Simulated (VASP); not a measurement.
These are PBE GGA + U (Dudarev), VASP's PBE PAW potentials (set 64) (plane waves; VASP) values and carry that method's errors.

Input for VASP

### INCAR
```
SYSTEM = CoO
PREC = Accurate
ENCUT = 520
EDIFF = 1E-6
NELM = 100
ALGO = Normal
LREAL = .FALSE.
LASPH = .TRUE.
ISMEAR = 0
SIGMA = 0.05
GGA = PE
LMAXMIX = 4
ISPIN = 2
MAGMOM = 3.0 -3.0 0.0 0.0
LORBIT = 10
LWAVE = .FALSE.
LCHARG = .FALSE.
ISIF = 2
LDAU = .TRUE.
LDAUTYPE = 2
LDAUL = 2 -1
LDAUU = 8.0 0
LDAUJ = 0 0
LDAUPRINT = 1
```

POSCAR:
```
CoO
1
    4.2600000000     2.1300000000     2.1300000000
    2.1300000000     4.2600000000     2.1300000000
    2.1300000000     2.1300000000     4.2600000000
Co O
2 2
Direct
  0.0000000000   0.0000000000   0.0000000000
  0.5000000000   0.5000000000   0.5000000000
  0.2500000000   0.2500000000   0.2500000000
  0.7500000000   0.7500000000   0.7500000000
```

KPOINTS:
```
Automatic mesh
0
Gamma
8 8 8
0 0 0
```

POTCAR, in this order: Co O (PBE.64 set). Program: vasp_std.

Output of the run:

**OSZICAR**
```
       N       E                     dE             d eps       ncg     rms          rms(c)
DAV:   1     0.263701803528E+03    0.26370E+03   -0.14904E+04  4948   0.196E+03
DAV:   2     0.158164764476E+02   -0.24789E+03   -0.23378E+03  5060   0.393E+02
DAV:   3    -0.190173979312E+02   -0.34834E+02   -0.33544E+02  5738   0.171E+02
DAV:   4    -0.204227974426E+02   -0.14054E+01   -0.13761E+01  5584   0.355E+01
DAV:   5    -0.204691233152E+02   -0.46326E-01   -0.45747E-01  6687   0.605E+00    0.235E+01
DAV:   6    -0.177585737096E+02    0.27105E+01   -0.54289E+01  8014   0.154E+02    0.290E+01
DAV:   7    -0.179985905699E+02   -0.24002E+00   -0.10870E+01  5690   0.621E+01    0.135E+01
DAV:   8    -0.187874415505E+02   -0.78885E+00   -0.45278E+00  7119   0.248E+01    0.948E+00
DAV:   9    -0.188445146607E+02   -0.57073E-01   -0.10192E+00  7562   0.256E+01    0.206E+00
DAV:  10    -0.191728058559E+02   -0.32829E+00   -0.49739E-01  7365   0.211E+01    0.869E-01
DAV:  11    -0.191852053071E+02   -0.12399E-01   -0.10237E-01  7117   0.629E+00    0.428E-01
DAV:  12    -0.191951701990E+02   -0.99649E-02   -0.13641E-02  7080   0.208E+00    0.280E-01
DAV:  13    -0.192048932828E+02   -0.97231E-02   -0.95342E-03  8678   0.179E+00    0.186E-01
DAV:  14    -0.192101122223E+02   -0.52189E-02   -0.78948E-03  8640   0.154E+00    0.153E-01
DAV:  15    -0.192131287208E+02   -0.30165E-02   -0.57246E-03  8008   0.116E+00    0.112E-01
DAV:  16    -0.192150876951E+02   -0.19590E-02   -0.52692E-03  8006   0.106E+00    0.763E-02
DAV:  17    -0.192155356452E+02   -0.44795E-03   -0.10824E-03  7124   0.478E-01    0.390E-02
DAV:  18    -0.192158293900E+02   -0.29374E-03   -0.11556E-03  8185   0.582E-01    0.234E-02
DAV:  19    -0.192158681600E+02   -0.38770E-04   -0.15558E-04  6475   0.169E-01    0.108E-02
DAV:  20    -0.192158823113E+02   -0.14151E-04   -0.44136E-05  8096   0.100E-01    0.475E-03
DAV:  21    -0.192158861628E+02   -0.38515E-05   -0.23853E-05  7149   0.688E-02    0.197E-03
DAV:  22    -0.192158864566E+02   -0.29376E-06   -0.27273E-06  3403   0.257E-02
   1 F= -.19215886E+02 E0= -.19210969E+02  d E =-.983535E-02  mag=     0.0000
```

**OUTCAR**
```
------------------------ aborting loop because EDIFF is reached ----------------------------------------
  FORCE on cell =-STRESS in cart. coord.  units (eV):
  Direction    XX          YY          ZZ          XY          YZ          ZX
  --------------------------------------------------------------------------------------
  Total       -0.4464244     -0.4464244     -0.4464244      0.5969400      0.5969400      0.5969400
  in kB      -18.5037478    -18.5037478    -18.5037478     24.7424362     24.7424362     24.7424362
  external PRESSURE =     -18.5037478 kB  Pullay stress =       0.0000000 kB
  volume of cell :       38.65
      direct lattice vectors                 reciprocal lattice vectors
     4.260000000  2.130000000  2.130000000     0.352112676 -0.117370892 -0.117370892
     2.130000000  4.260000000  2.130000000    -0.117370892  0.352112676 -0.117370892
     2.130000000  2.130000000  4.260000000    -0.117370892 -0.117370892  0.352112676
 POSITION                                       TOTAL-FORCE (eV/Angst)
 -----------------------------------------------------------------------------------
      0.00000      0.00000      0.00000        -0.000000      0.000000     -0.000000
      4.26000      4.26000      4.26000         0.000000      0.000000     -0.000000
      2.13000      2.13000      2.13000         0.000000      0.000000      0.000000
      6.39000      6.39000      6.39000         0.000000     -0.000000      0.000000
 -----------------------------------------------------------------------------------
    total drift:                                0.000000     -0.000000     -0.000000
  FREE ENERGIE OF THE ION-ELECTRON SYSTEM (eV)
  ---------------------------------------------------
  free  energy   TOTEN  =       -19.2158864566 eV

  energy  without entropy=      -19.2060511071  energy(sigma->0) =      -19.21096878

 total charge

# of ion       s       p       d       tot
------------------------------------------
    1        0.305   0.370   7.162   7.837
    2        0.305   0.370   7.162   7.837
    3        1.550   3.469   0.000   5.019
    4        1.550   3.469   0.000   5.019
--------------------------------------------------
tot          3.711   7.678  14.323  25.712

 magnetization (x)

# of ion       s       p       d       tot
------------------------------------------
    1        0.010   0.007   2.846   2.864
    2       -0.010  -0.007  -2.846  -2.864
    3        0.000   0.000   0.000   0.000
    4        0.000   0.000   0.000   0.000
--------------------------------------------------
tot          0.000   0.000   0.000   0.000
```
(Selected blocks of OUTCAR.)

The compound is CoO in the rock salt, AFM-II order structure. The cell was not relaxed at this level. The k-mesh is coarse (spacing up to 0.31 per Å, 2π included), so the numbers may not be converged in it. The run is one of a series of settings (LDAU = .TRUE., LDAUJ = 0 0, LDAUL = 2 -1, LDAUTYPE = 2, LDAUU = 8.0 0 against the base run), some of them coarse on purpose. A gapless solution with U can be a metastable orbital state.
